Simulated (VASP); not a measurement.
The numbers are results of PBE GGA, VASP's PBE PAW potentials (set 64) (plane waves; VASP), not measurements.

The input files of a VASP run:

**KPOINTS**
```
Automatic mesh
0
Gamma
8 8 8
0 0 0
```

File POSCAR:
```
Si
1
    0.0000000000     2.7066536919     2.7066536919
    2.7066536919     0.0000000000     2.7066536919
    2.7066536919     2.7066536919     0.0000000000
Si
2
Direct
  0.0000000000   0.0000000000   0.0000000000
  0.2500000000   0.2500000000   0.2500000000
```

INCAR:
```
ALGO  =  Normal
EDIFF  =  1E-7
ENCUT  =  520
GGA  =  PE
ISIF  =  2
ISMEAR  =  0
LASPH  =  T
LCHARG  =  F
LREAL  =  F
LWAVE  =  F
NELM  =  100
PREC  =  Accurate
SIGMA  =  0.05
SYSTEM  =  Si
```

POTCAR, in this order: Si (PBE.64 set). Program: vasp_std.

### Question
What will the output report for the number of irreducible k-points (NKPTS), largest plane-wave count, number of space-group operations, FFT grid (NGX, NGY, NGZ)?

### Answer

The number of irreducible k-points (NKPTS) is 29 and the largest plane-wave count is 1090. The number of space-group operations comes out as 48 and the FFT grid (NGX, NGY, NGZ) is 28 × 28 × 28.

The compound is Si in the diamond structure. This cell is one point of a volume scan, at 0.97 of the reference volume.
